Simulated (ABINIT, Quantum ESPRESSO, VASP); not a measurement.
# Code comparison for Ca2BrH3 (P1, 6 atoms in the cell)

Self-consistent single point.

```xyz
6
Lattice="3.9029 0.0000 0.0000 -1.9515 3.3800 0.0000 0.0000 0.0000 6.8535" Properties=species:S:1:pos:R:3 pbc="T T T"
Ca     1.9801     1.1440     1.2659
Ca     0.0172     2.2673     5.5847
H      1.9177     1.1015     5.8329
H     -0.0211     2.2517     1.0281
H      0.0008    -0.0032    -0.0156
Br     0.0083    -0.0013     3.4379
```

Shared settings, as Quantum ESPRESSO writes them: occupations = smearing; smearing = fermi-dirac; degauss = 0.000734986 Ry; K_POINTS = automatic 6 6 3 0 0 0. Potentials and cutoffs stand in the table.

```tsv
code	model	pressure (GPa)	largest force (eV/Å)	gap on the mesh (eV)	cutoff
VASP	LDA (PZ), VASP's LDA PAW potentials (set 64)	-4.48	0.190	1.470	300 eV
Quantum ESPRESSO	LDA (PZ), GBRV 1.5 ultrasoft (LDA) pseudopotentials	-3.88	0.189	1.489	40 Ry
ABINIT	LDA (PW92), norm-conserving pseudopotentials (PseudoDojo nc-sr-04 LDA standard)	-3.90	0.189	1.489	37 Ha
```

Size of the force on each atom (eV/Å): Sizes of forces hide their directions.

```
code                Ca1    Ca2     H3     H4     H5    Br6
----------------  -----  -----  -----  -----  -----  -----
VASP              0.160  0.132  0.190  0.161  0.067  0.040
Quantum ESPRESSO  0.149  0.122  0.189  0.161  0.068  0.039
ABINIT            0.148  0.121  0.189  0.161  0.068  0.039
```

Gaps are read on the mesh.

The spread over the programs that give each value: pressure within 0.60 GPa; largest force within 0.001 eV/Å; gap on the mesh within 0.019 eV.

The same LDA comes in different parametrisations, which differ slightly.

VASP's run is marked for a possible Pulay error in its stress at this cutoff; no cutoff test was made.

The starting cell comes from a database of computed structures (which also holds hypothetical and non-ambient phases and stackings), without a prior relaxation at this level. Its atoms were displaced at random from the sites of space group no. 164.

Left out of this page: Ansatz, GPAW, CP2K, Elk and SIESTA (not drawn, or without a comparable value).
